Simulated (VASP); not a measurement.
Energy against volume of KF (rock salt). Calculation: optB88-vdW, VASP's PBE PAW potentials (set 64) (plane waves; VASP 6.6.1). Run with 520 eV cut-off, 9×9×9 Γ-centred mesh, Gaussian smearing of 0.050 eV, potentials K_sv F.

```
V (Å³/atom)  E (eV/atom)
-----------  -----------
17.741          -2.21657
18.307          -2.22365
18.873          -2.22620
19.440          -2.22496
```

Problem. Fit these four points and predict the energy of the run at 20.006 Å³/atom.

Solution. A cubic in V^(−2/3), the third-order Birch-Murnaghan form, passes through the four points with V0 = 18.96 Å³/atom and B0 = 35 GPa, and gives -2.2206 eV/atom there. The run gave -2.2205 eV/atom, +0.0 meV/atom from the fit; all five points give B0 = 35 GPa.

The compound is KF in the rock salt structure. It was relaxed first.
